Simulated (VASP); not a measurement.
These are PBEsol GGA, VASP's PBE PAW potentials (set 64) (plane waves; VASP) values and carry that method's errors.

A VASP calculation is set up with these files.

KPOINTS:
```
k-points along high-symmetry lines
12
Line-mode
Reciprocal
  0.000000   0.000000   0.000000 ! GAMMA
  0.000000   0.000000  -0.500000 ! T

  0.000000   0.000000  -0.500000 ! T
 -0.328125   0.328125  -0.500000 ! H_2

 -0.343750   0.328125  -0.187500 ! H_0
  0.000000   0.500000   0.500000 ! L

  0.000000   0.500000   0.500000 ! L
  0.000000   0.000000   0.000000 ! GAMMA

  0.000000   0.000000   0.000000 ! GAMMA
 -0.335938   0.335938   0.000000 ! S_0

 -0.335938   0.328125  -0.343750 ! S_2
 -0.500000   0.000000  -1.000000 ! F

 -0.500000   0.000000  -1.000000 ! F
  0.000000   0.000000   0.000000 ! GAMMA
```

**INCAR**
```
# general
SYSTEM =Hf3TiN4
PREC   =Accurate
ENCUT  =520
LREAL  =.FALSE.
LASPH  =.TRUE.
ICHARG =11

# electronic loop
EDIFF  =1E-7
NELM   =100
ALGO   =Normal
LMAXMIX=6

# smearing
ISMEAR =0
SIGMA  =0.05

# functional
GGA    =PS

# output
LWAVE  =.FALSE.
LCHARG =.FALSE.
LORBIT =11
```

### POSCAR
```
Hf3TiN4
1
    0.0000000000     2.2205656698     2.2205656698
    2.2205656698     0.0000000000     2.2205656698
    8.8300677354     8.8300677354     0.0521949439
Ti N Hf
1 4 3
Direct
  0.0000000000   1.0000000000   0.0000000000
  0.5102114154   0.5102114154   0.1173414385
  0.5056481319   0.5056481319   0.3707639011
  0.4943518681   0.4943518681   0.6292360989
  0.4897885846   0.4897885846   0.8826585615
  0.0112012974   0.0112012974   0.2415990269
  0.0000000000   1.0000000000   0.5000000000
  0.9887987026   0.9887987026   0.7584009731
```

POTCAR, in this order: Ti_sv N Hf_pv (PBE.64 set). Program: vasp_std. Read from the step before: CHGCAR.

The run wrote:

**OUTCAR**
```
 ion  position               nearest neighbor table
   1  0.000  0.000  0.000-   2 2.17   5 2.17   2 2.17   2 2.17   5 2.17   5 2.17   6 3.05   8 3.05
                             8 3.05   6 3.05   8 3.05   6 3.05
   2  0.510  0.510  0.117-   1 2.17   1 2.17   1 2.17   6 2.21   6 2.21   6 2.21
   3  0.506  0.506  0.371-   6 2.24   6 2.24   6 2.24   7 2.24   7 2.24   7 2.24
   4  0.494  0.494  0.629-   8 2.24   8 2.24   8 2.24   7 2.24   7 2.24   7 2.24
   5  0.490  0.490  0.883-   1 2.17   1 2.17   1 2.17   8 2.21   8 2.21   8 2.21
   6  0.011  0.011  0.242-   2 2.21   2 2.21   2 2.21   3 2.24   3 2.24   3 2.24   1 3.05   1 3.05
                             1 3.05   7 3.19   7 3.19   7 3.19
   7  0.000  0.000  0.500-   3 2.24   3 2.24   4 2.24   4 2.24   3 2.24   4 2.24   8 3.19   6 3.19
                             8 3.19   6 3.19   8 3.19   6 3.19
   8  0.989  0.989  0.758-   5 2.21   5 2.21   5 2.21   4 2.24   4 2.24   4 2.24   1 3.05   1 3.05
                             1 3.05   7 3.19   7 3.19   7 3.19
  LATTYP: Found a trigonal (rhomboedric) cell.
 ALAT       =    10.3263642099
 COS(alpha) =     0.9537584519
 Subroutine PRICEL returns:
 Original cell was already a primitive cell.
 Subroutine GETGRP returns: Found 12 space group operations
The static configuration has the point symmetry D_3d.
The dynamic configuration has the point symmetry D_3d.
 Subroutine INISYM returns: Found 12 space group operations
   k-points           NKPTS =     84   k-points in BZ     NKDIM =     84   number of bands    NBANDS=     37
   number of dos      NEDOS =    301   number of ions     NIONS =      8
   total plane-waves  NPLWV =  55296
...
```

OSZICAR:
```
       N       E                     dE             d eps       ncg     rms          rms(c)
DAV:   1     0.507369222714E+03    0.50737E+03   -0.33593E+04  6216   0.180E+03
DAV:   2    -0.151804645847E+02   -0.52255E+03   -0.50188E+03  6452   0.481E+02
DAV:   3    -0.829857401707E+02   -0.67805E+02   -0.64207E+02  8969   0.128E+02
DAV:   4    -0.860110882664E+02   -0.30253E+01   -0.29327E+01  8427   0.265E+01
DAV:   5    -0.861334166880E+02   -0.12233E+00   -0.11743E+00  8716   0.430E+00
DAV:   6    -0.861370112552E+02   -0.35946E-02   -0.34928E-02  8874   0.582E-01
DAV:   7    -0.861371764622E+02   -0.16521E-03   -0.16432E-03  8788   0.810E-02
DAV:   8    -0.861371834276E+02   -0.69654E-05   -0.69542E-05  8204   0.119E-02
DAV:   9    -0.861371840909E+02   -0.66327E-06   -0.66295E-06  6282   0.222E-03
DAV:  10    -0.861371841244E+02   -0.33525E-07   -0.32975E-07  5596   0.582E-04
   1 F= -.86137184E+02 E0= -.86134759E+02  d E =-.484943E-02
```

### OUTCAR
```
 val. band max:        8.9139673414   @ k =   0.0000   0.2727   0.2727

 cond. band min:       8.9216478857   @ k =   0.0000   0.0000  -0.4545



 k-point     1 :       0.0000    0.0000    0.0000
  band No.  band energies     occupation
      1     -48.5050      2.00000
      2     -24.9825      2.00000
      3     -24.7491      2.00000
      4     -24.7491      2.00000
      5     -22.8265      2.00000
      6     -22.4840      2.00000
      7     -22.0963      2.00000
      8     -21.9913      2.00000
      9     -21.9913      2.00000
     10     -21.9377      2.00000
     11     -21.9376      2.00000
     12     -21.9213      2.00000
     13     -21.9213      2.00000
     14      -8.4484      2.00000
     15      -7.2700      2.00000
     16      -6.9634      2.00000
     17      -5.5496      2.00000
     18       0.1837      2.00000
     19       2.6740      2.00000
     20       2.8933      2.00000
     21       2.8933      2.00000
     22       2.8947      2.00000
     23       4.0267      2.00000
     24       4.0267      2.00000
     25       4.1784      2.00000
     26       4.1784      2.00000
     27       6.2324      2.00000
     28       6.2324      2.00000
     29       6.2960      2.00000
     30       8.4732      2.00000
     31       8.4732      2.00000
     32       8.6489      2.00000
     33       9.4154      0.00000
     34       9.7936      0.00000
     35       9.7937      0.00000
     36       9.8829      0.00000
     37      10.5344      0.00000

 k-point     2 :       0.0000    0.0000   -0.0455
  band No.  band energies     occupation
      1     -48.5050      2.00000
      2     -24.9825      2.00000
      3     -24.7491      2.00000
      4     -24.7491      2.00000
      5     -22.8270      2.00000
      6     -22.4831      2.00000
      7     -22.0968      2.00000
      8     -21.9913      2.00000
      9     -21.9913      2.00000
     10     -21.9377      2.00000
     11     -21.9376      2.00000
     12     -21.9214      2.00000
...
```

The density is held fixed in this step, so its total energy and stress have no physical meaning. Unless said otherwise, spin-orbit coupling is left out, though it shifts the bands of the heavy elements here.

The structure was generated: Hf3TiN4 was put into an ordered model structure (R-3m), which need not be its known phase. It was relaxed first.
